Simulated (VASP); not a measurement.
Data:

```
CELL_PARAMETERS angstrom
      0.00000     2.94398     2.94398
      2.94398     0.00000     2.94398
      2.94398     2.94398     0.00000
ATOMIC_POSITIONS crystal
  Hg 0.00000 0.00000 0.00000
  S  0.25000 0.25000 0.25000
```

The numbers are results of PBEsol GGA with spin-orbit coupling, VASP's PBE PAW potentials (set 64) (plane waves; VASP), not measurements. Settings: 400 eV cut-off, 10×10×10 Γ-centred mesh, Gaussian smearing of 0.050 eV, potentials Hg S.

Q: Predict the energy per atom (σ→0), band gap (over mesh and band path) with the smallest direct gap where there is one.

A: 
The band gap (over mesh and band path) comes out as 0.09 eV and the smallest direct gap (over mesh and band path) is 0.11 eV. The energy per atom (σ→0) is -2.781 eV/atom.

Only differences to runs with the same potentials and settings are physical.

The compound is HgS in the zinc blende structure, metacinnabar; cinnabar is the stable form. It was relaxed first.
